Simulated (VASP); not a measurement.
Input:

```yaml
crystal:
  lattice:
    - [0.00000, 2.62974, 2.62974]
    - [2.62974, 0.00000, 2.62974]
    - [2.62974, 2.62974, 0.00000]
  atoms:
    - { symbol: Ca, position: [0.00000, 0.00000, 0.00000] }
    - { symbol: F, position: [0.25000, 0.25000, 0.25000] }
    - { symbol: F, position: [0.75000, 0.75000, 0.75000] }
```

Calculation: PBEsol GGA, VASP's PBE PAW potentials (set 64) (plane waves; VASP). Run with 620 eV cut-off, 7×7×7 Γ-centred mesh, Gaussian smearing of 0.050 eV, potentials Ca_sv F.

Question: Predict the energy per atom (σ→0), pressure.

Answer: 
| Quantity | Value |
|---|---|
| energy per atom (σ→0) | -5.931 eV/atom |
| pressure | 10.06 GPa |

The compound is CaF2 in the fluorite structure. It was relaxed first under an external pressure of 10 GPa.
